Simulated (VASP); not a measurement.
A convergence study with VASP on Pt (fcc): a few settings are varied, all else stays as given below, so the limit is that of these other settings. The cell's lengths are 1 % over those of the tabulated start, so it is off equilibrium.

```
CELL_PARAMETERS angstrom
      0.00000     1.97960     1.97960
      1.97960     0.00000     1.97960
      1.97960     1.97960     0.00000
ATOMIC_POSITIONS crystal
  Pt 0.00000 0.00000 0.00000
```

These are PBE GGA, VASP's PBE PAW potentials (set 64) (plane waves; VASP) values and carry that method's errors. The last row used: 550 eV cut-off, 14×14×14 Γ-centred mesh, first-order Methfessel-Paxton smearing of 0.10 eV, potentials Pt.

| setting | E (eV/atom) | pressure (GPa) | electronic steps |
|---|---|---|---|
| ALGO = Normal, EDIFF = 1E-2 | -6.1050 | 0.04 | 8 |
| ALGO = Normal, EDIFF = 1E-3 | -6.1049 | 1.21 | 9 |
| ALGO = Normal, EDIFF = 1E-4 | -6.1049 | 1.34 | 10 |
| ALGO = Normal, EDIFF = 1E-5 | -6.1049 | 1.36 | 10 |
| ALGO = Normal, EDIFF = 1E-6 | -6.1049 | 1.35 | 11 |
| ALGO = Normal, EDIFF = 1E-7 | -6.1049 | 1.35 | 11 |
| ALGO = Normal, EDIFF = 1E-8 | -6.1049 | 1.35 | 11 |
| ALGO = Normal, EDIFF = 1E-9 | -6.1049 | 1.35 | 15 |
| ALGO = Fast, EDIFF = 1E-2 | -6.1051 | -1.94 | 8 |
| ALGO = Fast, EDIFF = 1E-3 | -6.1049 | 1.63 | 9 |
| ALGO = Fast, EDIFF = 1E-4 | -6.1049 | 1.36 | 10 |
| ALGO = Fast, EDIFF = 1E-5 | -6.1049 | 1.53 | 11 |
| ALGO = Fast, EDIFF = 1E-6 | -6.1049 | 1.33 | 12 |
| ALGO = Fast, EDIFF = 1E-7 | -6.1049 | 1.36 | 15 |
| ALGO = Fast, EDIFF = 1E-8 | -6.1049 | 1.36 | 16 |
| ALGO = Fast, EDIFF = 1E-9 | -6.1049 | 1.35 | 19 |
| ALGO = All, EDIFF = 1E-2 | -6.1048 | 1.17 | 9 |
| ALGO = All, EDIFF = 1E-3 | -6.1049 | 1.43 | 10 |
| ALGO = All, EDIFF = 1E-4 | -6.1049 | 1.35 | 11 |
| ALGO = All, EDIFF = 1E-5 | -6.1049 | 1.35 | 11 |
| ALGO = All, EDIFF = 1E-6 | -6.1049 | 1.34 | 12 |
| ALGO = All, EDIFF = 1E-7 | -6.1049 | 1.40 | 13 |
| ALGO = All, EDIFF = 1E-8 | -6.1049 | 1.35 | 16 |
| ALGO = All, EDIFF = 1E-9 | -6.1049 | 1.35 | 17 |

Left out are rungs that failed or repeat a setting and relaxations that didn't move; long series are thinned to 24 rows.

The compound is Pt in the fcc structure. The cell was not relaxed at this level.
